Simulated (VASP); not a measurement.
Input of a VASP 6.6.1 run:

INCAR

```
SYSTEM = Zr3Mn
PREC = Accurate
ENCUT = 520
EDIFF = 1E-7
ISMEAR = 0
SIGMA = 0.1
LREAL = .False.
LASPH = .True.
NELM = 120
ALGO = Normal
ISIF = 2
LWAVE = .False.
LCHARG = .False.
ISPIN = 2
MAGMOM = 0 0 0 4
LORBIT = 11
LMAXMIX = 4
GGA = PS
```

KPOINTS

```
regular mesh
0
Gamma
  6 6 6
  0 0 0
```

POSCAR

```
Zr3Mn
1.0
    4.3732200000      0.0000000000      0.0000000000
    0.0000000000      4.3732200000      0.0000000000
    0.0000000000      0.0000000000      4.3732200000
Zr Mn
3 1
Direct
    0.5000000000      0.5000000000      0.0000000000
    0.5000000000      0.0000000000      0.5000000000
    0.0000000000      0.5000000000      0.5000000000
    0.0000000000      0.0000000000      0.0000000000
```

Potentials or basis: VASP PAW PBE potentials, release 64 (Zr_sv, Mn_pv).

The run is started by

```console
$ cat potpaw_PBE.64/Zr_sv/POTCAR potpaw_PBE.64/Mn_pv/POTCAR > POTCAR
$ mpirun -np 1 vasp_std > vasp.out
```

Task: Predict the site moments.

Result: Zr -0.07; Mn +3.43 μB.

Task: Predict the band gap on the k mesh.

Result: None (metal or under the smearing width).
